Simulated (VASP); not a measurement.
Write the native input for VASP 6.6.1 that does the following.

| Quantity | Value |
| --- | --- |
| Task | relaxation of cell and atoms |
| Functional | PBE |
| Potentials or basis | VASP PAW PBE potentials, release 64 (Ti_sv, Sn_d, Te) |
| Cutoff | 520 eV |
| k mesh | 5 × 5 × 5 |
| Occupations | gaussian, width 0.15 eV |
| Spin | no spin polarisation |
| Further INCAR settings | PREC = Normal; ALGO = Fast; EDIFF = 0.0001; IBRION = 2; EDIFFG = -0.08; NSW = 24; ISIF = 3 |

The structure of Ti2SnTe2 lies in POSCAR:

```
Ti2SnTe2
1.0
   -1.8750000000      1.8750000000      8.5000000000
    1.8750000000     -1.8750000000      8.5000000000
    1.8750000000      1.8750000000     -8.5000000000
Ti Sn Te
2 1 2
Direct
    0.6090000000      0.6090000000      0.0000000000
    0.3910000000      0.3910000000      0.0000000000
    0.0000000000      0.0000000000      0.0000000000
    0.1780000000      0.1780000000      0.0000000000
    0.8220000000      0.8220000000      0.0000000000
```

The cell was built by a generator and needn't be a form met in nature.

These files were run (other wordings do the same):

INCAR

```
SYSTEM = Ti2SnTe2
  PREC = Normal
  ENCUT = 520
  EDIFF = 1E-4
  ISMEAR = 0
  SIGMA = 0.15
  LREAL = .False.
  LASPH = .True.
  NELM = 60
  ALGO = Fast
  ISIF = 3
  LWAVE = .False.
  LCHARG = .False.
  GGA = PE
  IBRION = 2
  NSW = 24
  EDIFFG = -0.08
```

KPOINTS

```
regular mesh
0
Gamma
  5 5 5
  0 0 0
```

Potentials or basis: VASP PAW PBE potentials, release 64 (Ti_sv, Sn_d, Te).

Command:

```bash
$ cat potpaw_PBE.64/Ti_sv/POTCAR potpaw_PBE.64/Sn_d/POTCAR potpaw_PBE.64/Te/POTCAR > POTCAR
$ mpirun -np 1 vasp_std > vasp.out
```

Results of the run:

```yaml
Relaxed_volume: 22.75 Å³/atom
Relaxed_cell: a = 9.214 Å, b = 9.214 Å, c = 9.214 Å, α = 157.58°, β = 157.58°, γ = 31.92°
Space_group_after_relaxing_to_0.05_Å: I4/mmm (No. 139)
Energy_gained_by_relaxing: 70.2 meV/atom
Ionic_steps: 19
Pressure_after_relaxing: 0.2 GPa
Largest_force_after_relaxing: 0.070 eV/Å
Band_gap_on_the_k_mesh: none (metal or under the smearing width)
```

Caveat: the k mesh is coarse (spacing up to 0.47 Å⁻¹), so the values aren't converged; the relaxation stopped at a loose force limit of 0.08 eV/Å, so its end isn't a converged minimum.

It took 57 min on 1 thread of Intel(R) Xeon(R) Platinum 8259CL CPU @ 2.50GHz (Skylake/Cascade Lake), with other jobs on the host, peak memory 0.42 GiB.
